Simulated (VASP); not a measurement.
Given:

```xyz
2
Lattice="0.0000 1.7885 1.7885 1.8066 -0.0181 1.8066 1.8066 1.8066 -0.0181" Properties=species:S:1:pos:R:3 pbc="T T T"
B      0.0000     0.0000     0.0000
N      0.9033     0.8943     0.8943
```

Calculation: r2SCAN meta-GGA, VASP's PBE PAW potentials (set 64) (plane waves; VASP 6.6.1). Settings: 600 eV cut-off, 12×12×12 Γ-centred mesh, Gaussian smearing of 0.050 eV, potentials B N.

**Question.** Give the stress tensor in GPa (positive for a compressed cell).

**Answer.** 
```
0.11  0.00  0.00
0.00  0.33  9.33
0.00  9.33  0.33
```
The pressure is its mean diagonal, 0.25 GPa.

The compound is BN in the zinc blende structure. This cell was strained or had an atom moved on purpose.
